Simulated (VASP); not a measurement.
Computed with r2SCAN meta-GGA, VASP's PBE PAW potentials (set 64) (plane waves; VASP).

VASP input:

**INCAR**
```
ALGO=Normal
CSHIFT=0.1
EDIFF=1E-7
ENCUT=520
ISMEAR=0
LASPH=.True.
LCHARG=.False.
LMAXMIX=4
LMIXTAU=.True.
LOPTICS=.True.
LPEAD=.True.
LREAL=.False.
LWAVE=.False.
METAGGA=R2SCAN
NBANDS=171
NEDOS=1001
NELM=100
PREC=Accurate
SIGMA=0.01
SYSTEM=TiO2
```

KPOINTS:
```
Automatic mesh
0
Gamma
6 9 5
0 0 0
```

File POSCAR:
```
TiO2
1
    5.2146589808     0.0000000000     0.0000000000
    0.0000000000     3.1499311019     0.0000000000
    0.0000000000     0.0000000000     6.2333184594
Ti O
4 8
Direct
  0.7478880971   0.2500000000   0.6049378263
  0.2478880971   0.2500000000   0.8950621737
  0.2521119029   0.7500000000   0.3950621737
  0.7521119029   0.7500000000   0.1049378263
  0.6370012281   0.2500000000   0.9188737238
  0.1370012281   0.2500000000   0.5811262762
  0.3629987719   0.7500000000   0.0811262762
  0.8629987719   0.7500000000   0.4188737238
  0.5154363223   0.2500000000   0.3461597111
  0.0154363223   0.2500000000   0.1538402889
  0.4845636777   0.7500000000   0.6538402889
  0.9845636777   0.7500000000   0.8461597111
```

POTCAR, in this order: Ti_sv O (PBE.64 set). Program: vasp_std.

The dielectric response may not be converged in the k-mesh; for small gaps it tends to come out too large.

Q: What does the run give for the energy per atom (σ→0)?

A: 
```json
{
 "energy per atom (σ→0)": "-11379 meV/atom"
}
```

File OSZICAR:
```
...
DAV:  17    -0.136551999756E+03   -0.22675E-04   -0.54745E-06 22000   0.767E-03    0.269E-03
DAV:  18    -0.136552001030E+03   -0.12739E-05   -0.76860E-07 23032   0.310E-03    0.175E-03
DAV:  19    -0.136552000922E+03    0.10796E-06   -0.80258E-08 20168   0.101E-03    0.874E-04
DAV:  20    -0.136552001207E+03   -0.28584E-06   -0.10445E-07 20245   0.915E-04    0.513E-04
DAV:  21    -0.136552001342E+03   -0.13506E-06   -0.29908E-08 17640   0.699E-04    0.391E-04
DAV:  22    -0.136552001364E+03   -0.21273E-07   -0.16627E-08 17733   0.431E-04
   1 F= -.13655200E+03 E0= -.13655200E+03  d E =-.410205E-36
 imaginary and real dielectric function
```

The structure was generated: TiO2 was put into the cotunnite type (Pnma), which need not be its known phase. It was relaxed first.
